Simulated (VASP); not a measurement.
```yaml
crystal:
  lattice:
    - [1.55172, -2.68765, 0.00000]
    - [1.55172, 2.68765, 0.00000]
    - [0.00000, 0.00000, 4.97127]
  atoms:
    - { symbol: Al, position: [0.66667, 0.33333, 0.50009] }
    - { symbol: Al, position: [0.33333, 0.66667, 0.00009] }
    - { symbol: N, position: [0.66667, 0.33333, 0.88191] }
    - { symbol: N, position: [0.33333, 0.66667, 0.38191] }
```

Level of theory: PBE GGA, VASP's PBE PAW potentials (set 64) (plane waves; VASP). Settings: 620 eV cut-off, 8×8×5 Γ-centred mesh, Gaussian smearing of 0.050 eV, potentials Al N.

Q: What does the run give for the energy per atom (σ→0), pressure?

A: 
```json
{
 "energy per atom (σ→0)": "-7.442 eV/atom",
 "pressure": "5.01 GPa"
}
```

The absolute energy has meaning only against runs of the same code, potentials and settings.

The compound is AlN in the wurtzite structure. It was relaxed first under an external pressure of 5 GPa.
